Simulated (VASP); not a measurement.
Here is the system:

```
ZrO2
1.0
    0.00000     2.54500     2.54500
    2.54500     0.00000     2.54500
    2.54500     2.54500     0.00000
Zr O
1 2
Cartesian
  0.00000   0.00000   0.00000
  1.27250   1.27250   1.27250
  3.81750   3.81750   3.81750
```

Calculation: PBE GGA with D4 dispersion, VASP's PBE PAW potentials (set 64) (plane waves; VASP). Numerical set-up: 520 eV cut-off, Gaussian smearing of 0.050 eV, potentials Zr_sv O.

What does the run give for the band gap (along the path) with the smallest direct gap where there is one?

```
Item                                   Result
------------------------------------  -------
band gap (along the path)             3.35 eV
smallest direct gap (along the path)  3.80 eV
```

The absolute energy has meaning only against runs of the same code, potentials and settings.

The compound is ZrO2 in the fluorite structure, the high-temperature cubic form, which is unstable at 0 K; the monoclinic form is the stable one. The cell was not relaxed at this level.
